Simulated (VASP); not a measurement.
Wanted: the native input for a VASP 6.6.1 run.

| Item | Value |
| --- | --- |
| Task | vibrations by finite differences |
| Functional | PBE |
| Dispersion | D3(BJ) |
| Potentials or basis | VASP PAW PBE potentials, release 64 (C) |
| Cutoff | 520 eV |
| k mesh | 21 × 21 × 8 |
| Occupations | gaussian, width 0.02 eV |
| Spin | no spin polarisation |
| Further INCAR settings | ALGO = Normal; EDIFF = 1e-08; IBRION = 6; POTIM = 0.015; NSW = 1 |

The structure of C lies in POSCAR:

```
C                                       
1.0
    2.4662750306      0.0000000000      0.0000000000
   -1.2331375153      2.1358568275      0.0000000000
    0.0000000000      0.0000000000      6.7295797697
  C             
     4
Direct
     0.0000000000000000    0.0000000000000000    0.7500000000000000
     0.0000000000000000    0.0000000000000000    0.2500000000000000
     0.3333333300000021    0.6666666699999979    0.7500000000000000
     0.6666666699999979    0.3333333300000021    0.2500000000000000
```

The input as run:

INCAR

```
PREC = Accurate ; ENCUT = 520
EDIFF = 1E-8 ; ISMEAR = 0
SIGMA = 0.02 ; LREAL = F
LASPH = T ; NELM = 80
ALGO = Normal ; ISIF = 2
LWAVE = F ; LCHARG = F
GGA = PE ; IVDW = 12
IBRION = 6 ; NFREE = 2
POTIM = 0.015 ; NSW = 1
KPAR = 4
```

KPOINTS

```
Automatic mesh
0
Gamma
  21 21 8
```

Potentials or basis: VASP PAW PBE potentials, release 64 (C).

Launch:

```sh
$ cat potpaw_PBE.64/C/POTCAR > POTCAR
$ mpirun -np 4 vasp_std > vasp.out
```

It gave:

```
Highest phonon frequency at Γ : 1556 cm⁻¹
Dispersion energy per atom    : -0.156 eV
```

Run time: 3.7 min on 4 MPI ranks on Intel(R) Xeon(R) Platinum 8488C (Sapphire Rapids), on a shared host, peak memory 0.68 GiB a rank.
